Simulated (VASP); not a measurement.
Set up this calculation in VASP 6.6.1, as the native input.

- Task: single point
- Functional: r2SCAN
- Potentials or basis: VASP PAW PBE potentials, release 64 (O_h, Al, Cl_h, H_h)
- Cutoff: 900 eV
- k mesh: 1 × 1 × 1
- Occupations: gaussian, width 0.01 eV
- Spin: no spin polarisation
- Further INCAR settings: ALGO = Normal; EDIFF = 1e-07; NBANDS = 17

The structure of OAlClH2 lies in POSCAR:

```
AlH2ClO
1.0
   13.0000000000      0.0000000000      0.0000000000
    0.0000000000     13.0000000000      0.0000000000
    0.0000000000      0.0000000000     11.0000000000
O Al Cl H
1 1 1 2
Cartesian
    5.5959000500      7.0321000100      5.0229500200
    7.1370000000      6.8461000400      5.6748499500
    7.8208999700      4.9357999600      6.2001500000
    4.9864999600      6.3120999500      4.8678500200
    8.0395000400      8.1062000500      5.8795500500
```

One way to write it, as run:

INCAR

```
SYSTEM = AlH2ClO
ALGO     = Normal         ! electronic algorithm
EDIFF    = 1E-7           ! SCF threshold, eV
ENCUT    = 900            ! plane-wave cutoff, eV
ISIF     = 2              ! what is computed and relaxed
ISMEAR   = 0              ! smearing method
LASPH    = .True.         ! aspherical terms in the spheres
LCHARG   = .True.         ! write CHGCAR
LELF     = .True.         ! ELF
LMIXTAU  = .True.       
LREAL    = .False.        ! projectors in reciprocal space
LVACPOTAV= .True.       
LVHAR    = .True.       
LWAVE    = .False.        ! write WAVECAR
METAGGA  = R2SCAN         ! meta-GGA
NBANDS   = 17             ! bands
NELM     = 80             ! most SCF steps
PREC     = Accurate       ! precision mode
SIGMA    = 0.01           ! smearing width, eV
```

KPOINTS

```
k-points
0
Gamma
  1 1 1
  0 0 0
```

Potentials or basis: VASP PAW PBE potentials, release 64 (O_h, Al, Cl_h, H_h).

Command:

```sh
$ cat potpaw_PBE.64/O_h/POTCAR potpaw_PBE.64/Al/POTCAR potpaw_PBE.64/Cl_h/POTCAR potpaw_PBE.64/H_h/POTCAR > POTCAR
$ mpirun -np 1 vasp_gam > vasp.out
```

Results of the run:

The largest force is 0.089 eV/Å and the gap between the frontier levels is 6.84 eV.

Caveat: the PAW data sets were made with another functional, which shifts forces and pressure a little.

Run time: 13 min on 1 thread of AMD EPYC 9R45 96-Core Processor (Zen 5), on a shared host, peak memory 3.5 GiB.
